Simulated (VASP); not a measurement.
All values below come from PBEsol GGA, VASP's PBE PAW potentials (set 64) (plane waves; VASP).

VASP input:

File POSCAR:
```
SnO
1
    3.3713809250     0.0000000000    -0.0000000000
   -1.6856904625     2.9197013793     0.0000000000
    0.0000000000    -0.0000000000     6.2871939324
Sn O
2 2
Direct
  0.0000000000   0.0000000000   0.0000000000
  0.0000000000   0.0000000000   0.5000000000
  0.3333330000   0.6666670000   0.2500000000
  0.6666670000   0.3333330000   0.7500000000
```

File KPOINTS:
```
Automatic mesh
0
Gamma
9 9 5
0 0 0
```

### INCAR
```
SYSTEM  =  SnO
PREC  =  Accurate; ENCUT  =  520; LREAL  =  F
LASPH  =  T
EDIFF  =  1E-6; NELM  =  100; ALGO  =  Normal
LMAXMIX  =  4
ISMEAR  =  1; SIGMA  =  0.1
GGA  =  PS
IBRION  =  2; NSW  =  60; ISIF  =  3
EDIFFG  =  -0.02
LWAVE  =  F; LCHARG  =  F
```

POTCAR, in this order: Sn_d O (PBE.64 set). Program: vasp_std.

What VASP printed:

OUTCAR:
```
 ion  position               nearest neighbor table
   1  0.000  0.000  0.000-   3 2.50   4 2.50   3 2.50   4 2.50   4 2.50   3 2.50   2 3.14   2 3.14
  LATTYP: Found a hexagonal cell.
 ALAT       =     3.3713809250
 C/A-ratio  =     1.8648720131
 Subroutine PRICEL returns:
 Original cell was already a primitive cell.
 Subroutine GETGRP returns: Found 24 space group operations
The static configuration has the point symmetry D_3d.
 The point group associated with its full space group is D_6h.
The dynamic configuration has the point symmetry D_3d.
 Subroutine INISYM returns: Found 24 space group operations
 Subroutine IBZKPT returns following result:
 Found     36 irreducible k-points:

 Following reciprocal coordinates:
            Coordinates               Weight
  0.000000  0.000000  0.000000      1.000000
  0.111111  0.000000  0.000000      6.000000
  0.222222  0.000000  0.000000      6.000000
  0.333333  0.000000  0.000000      6.000000
  0.444444  0.000000  0.000000      6.000000
  0.111111  0.111111  0.000000      6.000000
  0.222222  0.111111  0.000000     12.000000
  0.333333  0.111111  0.000000     12.000000
...
```

File OSZICAR:
```
       N       E                     dE             d eps       ncg     rms          rms(c)
DAV:   1     0.405374747274E+03    0.40537E+03   -0.20793E+04  1744   0.259E+03
DAV:   2     0.298526323392E+02   -0.37552E+03   -0.36916E+03  1920   0.592E+02
DAV:   3    -0.227764211544E+02   -0.52629E+02   -0.51047E+02  2016   0.191E+02
DAV:   4    -0.250952763407E+02   -0.23189E+01   -0.23122E+01  2032   0.430E+01
DAV:   5    -0.251617823185E+02   -0.66506E-01   -0.66501E-01  2296   0.744E+00    0.103E+01
DAV:   6    -0.224308223424E+02    0.27310E+01   -0.23338E+01  2704   0.545E+01    0.602E+00
DAV:   7    -0.221524993098E+02    0.27832E+00   -0.29723E+00  1944   0.110E+01    0.216E+00
DAV:   8    -0.221273882500E+02    0.25111E-01   -0.38799E-01  2024   0.389E+00    0.649E-01
DAV:   9    -0.221141398861E+02    0.13248E-01   -0.56756E-02  2808   0.185E+00    0.157E-01
DAV:  10    -0.221146704962E+02   -0.53061E-03   -0.76380E-03  2264   0.724E-01    0.120E-01
DAV:  11    -0.221144530915E+02    0.21740E-03   -0.10221E-03  2352   0.222E-01    0.282E-02
DAV:  12    -0.221144576148E+02   -0.45232E-05   -0.24628E-04  2384   0.967E-02    0.211E-02
DAV:  13    -0.221144529754E+02    0.46394E-05   -0.56363E-05  2072   0.527E-02    0.680E-03
DAV:  14    -0.221144519861E+02    0.98934E-06   -0.73972E-06  1864   0.192E-02
   1 F= -.22114452E+02 E0= -.22114356E+02  d E =-.221145E+02
       N       E                     dE             d eps       ncg     rms          rms(c)
DAV:   1    -0.231716673038E+02   -0.10572E+01   -0.25343E+01  2032   0.779E+01    0.657E+00
DAV:   2    -0.223355886151E+02    0.83608E+00   -0.35678E+00  1864   0.186E+01    0.239E+00
DAV:   3    -0.221766498112E+02    0.15894E+00   -0.51565E-01  2296   0.940E+00    0.123E+00
DAV:   4    -0.221334567936E+02    0.43193E-01   -0.14375E-01  2248   0.519E+00    0.193E-01
DAV:   5    -0.221313294153E+02    0.21274E-02   -0.15210E-02  2248   0.130E+00    0.107E-01
DAV:   6    -0.221307643716E+02    0.56504E-03   -0.11120E-03  2104   0.307E-01    0.482E-02
DAV:   7    -0.221307154109E+02    0.48961E-04   -0.16765E-04  2664   0.133E-01    0.122E-02
DAV:   8    -0.221307159035E+02   -0.49260E-06   -0.17996E-05  2256   0.351E-02    0.464E-03
DAV:   9    -0.221307161250E+02   -0.22147E-06   -0.83072E-07  1048   0.128E-02
   2 F= -.22130716E+02 E0= -.22131023E+02  d E =-.162641E-01
       N       E                     dE             d eps       ncg     rms          rms(c)
DAV:   1    -0.222926956242E+02   -0.16198E+00   -0.34801E+00  2024   0.263E+01    0.254E+00
DAV:   2    -0.221692528038E+02    0.12344E+00   -0.53552E-01  1960   0.707E+00    0.921E-01
DAV:   3    -0.221463724962E+02    0.22880E-01   -0.72867E-02  2320   0.391E+00    0.466E-01
DAV:   4    -0.221405187481E+02    0.58537E-02   -0.19370E-02  2264   0.196E+00    0.819E-02
DAV:   5    -0.221402334611E+02    0.28529E-03   -0.25269E-03  2296   0.531E-01    0.497E-02
DAV:   6    -0.221401700034E+02    0.63458E-04   -0.25067E-04  2464   0.132E-01    0.180E-02
DAV:   7    -0.221401685865E+02    0.14169E-05   -0.26275E-05  2616   0.485E-02    0.367E-03
DAV:   8    -0.221401688742E+02   -0.28771E-06   -0.22822E-06  1440   0.129E-02
   3 F= -.22140169E+02 E0= -.22140425E+02  d E =-.257169E-01
       N       E                     dE             d eps       ncg     rms          rms(c)
DAV:   1    -0.221403189188E+02   -0.15033E-03   -0.37227E-03  2032   0.882E-01    0.814E-02
DAV:   2    -0.221401912891E+02    0.12763E-03   -0.53898E-04  1952   0.229E-01    0.295E-02
DAV:   3    -0.221401676943E+02    0.23595E-04   -0.74020E-05  2336   0.124E-01    0.149E-02
DAV:   4    -0.221401609126E+02    0.67817E-05   -0.20324E-05  2264   0.627E-02    0.247E-03
DAV:   5    -0.221401598307E+02    0.10819E-05   -0.19962E-06  1200   0.167E-02    0.109E-03
DAV:   6    -0.221401596325E+02    0.19825E-06   -0.32729E-07   888   0.711E-03
   4 F= -.22140160E+02 E0= -.22140425E+02  d E =-.257076E-01
       N       E                     dE             d eps       ncg     rms          rms(c)
DAV:   1    -0.221446953269E+02   -0.45355E-02   -0.14544E-01  1864   0.347E+00    0.350E-01
DAV:   2    -0.221422918770E+02    0.24034E-02   -0.77357E-03  2136   0.106E+00    0.193E-01
DAV:   3    -0.221413043473E+02    0.98753E-03   -0.15315E-03  2328   0.568E-01    0.865E-02
DAV:   4    -0.221411136355E+02    0.19071E-03   -0.56517E-04  2696   0.262E-01    0.161E-02
DAV:   5    -0.221411158431E+02   -0.22075E-05   -0.11042E-04  1912   0.135E-01    0.638E-03
DAV:   6    -0.221411156217E+02    0.22140E-06   -0.37508E-06  1784   0.229E-02
   5 F= -.22141116E+02 E0= -.22141493E+02  d E =-.955989E-03
       N       E                     dE             d eps       ncg     rms          rms(c)
DAV:   1    -0.221575622078E+02   -0.16446E-01   -0.60277E-01  1864   0.706E+00    0.729E-01
DAV:   2    -0.221471224457E+02    0.10440E-01   -0.33509E-02  2136   0.209E+00    0.399E-01
DAV:   3    -0.221429609895E+02    0.41615E-02   -0.63961E-03  2280   0.113E+00    0.183E-01
DAV:   4    -0.221420672681E+02    0.89372E-03   -0.24538E-03  2648   0.574E-01    0.327E-02
DAV:   5    -0.221420762633E+02   -0.89953E-05   -0.48452E-04  1920   0.276E-01    0.132E-02
DAV:   6    -0.221420755071E+02    0.75623E-06   -0.19943E-05  2600   0.472E-02    0.639E-03
DAV:   7    -0.221420752955E+02    0.21156E-06   -0.19968E-06  1128   0.153E-02
   6 F= -.22142075E+02 E0= -.22142426E+02  d E =-.191566E-02
       N       E                     dE             d eps       ncg     rms          rms(c)
DAV:   1    -0.221439631104E+02   -0.18876E-02   -0.71527E-02  1880   0.245E+00    0.251E-01
DAV:   2    -0.221427375112E+02    0.12256E-02   -0.39299E-03  2128   0.767E-01    0.137E-01
DAV:   3    -0.221422475603E+02    0.48995E-03   -0.76939E-04  2304   0.402E-01    0.622E-02
DAV:   4    -0.221421474252E+02    0.10014E-03   -0.28619E-04  2664   0.190E-01    0.115E-02
DAV:   5    -0.221421492795E+02   -0.18543E-05   -0.58633E-05  1968   0.974E-02    0.462E-03
DAV:   6    -0.221421491287E+02    0.15085E-06   -0.15618E-06  1312   0.169E-02
   7 F= -.22142149E+02 E0= -.22142527E+02  d E =-.198950E-02
       N       E                     dE             d eps       ncg     rms          rms(c)
DAV:   1    -0.221544562493E+02   -0.12307E-01   -0.27787E-01  2032   0.766E+00    0.719E-01
DAV:   2    -0.221442937348E+02    0.10163E-01   -0.43291E-02  1912   0.200E+00    0.254E-01
DAV:   3    -0.221424958677E+02    0.17979E-02   -0.57120E-03  2304   0.111E+00    0.126E-01
DAV:   4    -0.221420565078E+02    0.43936E-03   -0.15529E-03  2288   0.566E-01    0.213E-02
DAV:   5    -0.221420378877E+02    0.18620E-04   -0.15505E-04  2440   0.128E-01    0.107E-02
DAV:   6    -0.221420330165E+02    0.48712E-05   -0.12858E-05  1976   0.322E-02    0.440E-03
DAV:   7    -0.221420334587E+02   -0.44220E-06   -0.12259E-06  1120   0.126E-02
   8 F= -.22142033E+02 E0= -.22142426E+02  d E =0.115670E-03
       N       E                     dE             d eps       ncg     rms          rms(c)
DAV:   1    -0.221464839610E+02   -0.44509E-02   -0.95199E-02  2024   0.453E+00    0.418E-01
DAV:   2    -0.221430395294E+02    0.34444E-02   -0.14530E-02  1912   0.116E+00    0.147E-01
DAV:   3    -0.221424304727E+02    0.60906E-03   -0.19250E-03  2304   0.638E-01    0.734E-02
DAV:   4    -0.221422752007E+02    0.15527E-03   -0.53266E-04  2272   0.329E-01    0.120E-02
DAV:   5    -0.221422642868E+02    0.10914E-04   -0.50471E-05  2424   0.734E-02    0.598E-03
DAV:   6    -0.221422605076E+02    0.37792E-05   -0.39262E-06  1640   0.183E-02    0.259E-03
DAV:   7    -0.221422595769E+02    0.93072E-06   -0.41351E-07   944   0.809E-03
   9 F= -.22142260E+02 E0= -.22142645E+02  d E =-.110448E-03
```

OUTCAR:
```
------------------------ aborting loop because EDIFF is reached ----------------------------------------
  FORCE on cell =-STRESS in cart. coord.  units (eV):
  Direction    XX          YY          ZZ          XY          YZ          ZX
  --------------------------------------------------------------------------------------
  Total        0.0000697      0.0000697     -0.0058451      0.0000000      0.0000000      0.0000000
  in kB        0.0017586      0.0017586     -0.1475531      0.0000000      0.0000000      0.0000000
  external PRESSURE =      -0.0480120 kB  Pullay stress =       0.0000000 kB
  volume of cell :       63.47
      direct lattice vectors                 reciprocal lattice vectors
     3.372294688 -0.000000000  0.000000000     0.296533990  0.171203988 -0.000000000
    -1.686147344  2.920492722 -0.000000000     0.000000000  0.342407975 -0.000000000
     0.000000000  0.000000000  6.444226852    -0.000000000 -0.000000000  0.155177653
 POSITION                                       TOTAL-FORCE (eV/Angst)
 -----------------------------------------------------------------------------------
      0.00000      0.00000      0.00000         0.000000     -0.000000     -0.000000
      0.00000      0.00000      3.22211         0.000000     -0.000000     -0.000000
     -0.00000      1.94700      1.61106         0.000000      0.000000      0.000000
      1.68615      0.97350      4.83317        -0.000000     -0.000000      0.000000
 -----------------------------------------------------------------------------------
    total drift:                               -0.000000      0.000000      0.000000
  FREE ENERGIE OF THE ION-ELECTRON SYSTEM (eV)
  ---------------------------------------------------
  free  energy   TOTEN  =       -22.1422595769 eV

  energy  without entropy=      -22.1434149234  energy(sigma->0) =      -22.14264469

 reached required accuracy - stopping structural energy minimisation
```
(Selected blocks of OUTCAR.)

File CONTCAR:
```
SnO
   1.00000000000000
     3.3722946884811287   -0.0000000000000000    0.0000000000000000
    -1.6861473442405643    2.9204927216284280   -0.0000000000000000
     0.0000000000000000    0.0000000000000000    6.4442268515419743
  Sn              O
     2     2
Direct
     0.0000000000000000    0.0000000000000000    0.0000000000000000
     0.0000000000000000    0.0000000000000000    0.5000000000000000
     0.3333330000000032    0.6666669999999968    0.2500000000000000
     0.6666669999999968    0.3333330000000032    0.7500000000000000
```

Energy and stress use the plane-wave basis of the starting cell.

The structure was generated: SnO was put into the NiAs type type (P6_3/mmc), which need not be its known phase. This run relaxes it. Symmetry was kept, so distortions that lower it aren't found. The start is the result of an earlier pass.
